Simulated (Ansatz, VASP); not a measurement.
Two plane-wave programs on NaLaMnMoO6

```xyz
10
Lattice="4.9778 -2.8815 0.0205 4.9778 2.8815 0.0205 -3.0609 0.0000 4.5979" Properties=species:S:1:pos:R:3 pbc="T T T"
Na    8.3737    0.0000    2.3395
La    5.0845    0.0000    3.6552
Mn    1.8841    0.0000    0.9212
Mo    1.9122    0.0000    4.6056
O     1.1411    0.0000    2.8354
O     3.0790    1.4392    4.0538
O     3.6709    1.2699    0.7230
O     3.6709   -1.2699    0.7230
O     3.0790   -1.4392    4.0538
O     6.0252    0.0000    1.6038
```

The cell was built by a generator and needn't be a form met in nature.

Alike in both runs: functional PBE; k mesh 6 × 6 × 6; occupations fermi-dirac, width 0.05 eV; collinear spin, ferromagnetic start.

|  | VASP | Ansatz |
| --- | --- | --- |
| version | VASP 6.6.1 | Ansatz 0.2.0 |
| potentials or method | VASP PAW PBE potentials, release 64 (Na_pv, La, Mn_pv, Mo_sv, O) | PseudoDojo standard (PBE files) |
| plane-wave cutoff (eV) | 520 | 1497 |
| valence electrons in the cell | 81 | 85 |
| task | electrostatic potential | single point |

```tsv
	VASP	Ansatz	Ansatz less VASP
gap on the k mesh at the Fermi level (eV)	0.91	0.97	+0.054
least direct gap on the mesh (eV)	1.00	1.04	+0.048
pressure (GPa)	0.2	-0.2	-0.36
largest component of the traceless stress (GPa)	0.04	0.05	+0.017
rms of the force components (eV/Å)	0.021	0.018	-0.0025
net moment per atom (μB)	0.50	0.50	0.000
size of the moment on the site where the two differ most (μB)	4.35	3.94	-0.415
```

Site moments also hang on the region over which each program counts them. Atom by atom the forces differ by 0.030 eV/Å (rms over components). The two sets of potentials don't hold the same shells in valence.

Caveats: spin-orbit coupling is left out, which moves the levels of the heavy elements; a cell with one magnetic atom can't hold antiferromagnetic order, which such compounds often take. A k mesh can miss the band edges. Expect the measured gap to be larger: semilocal functionals such as PBE lack the derivative discontinuity.
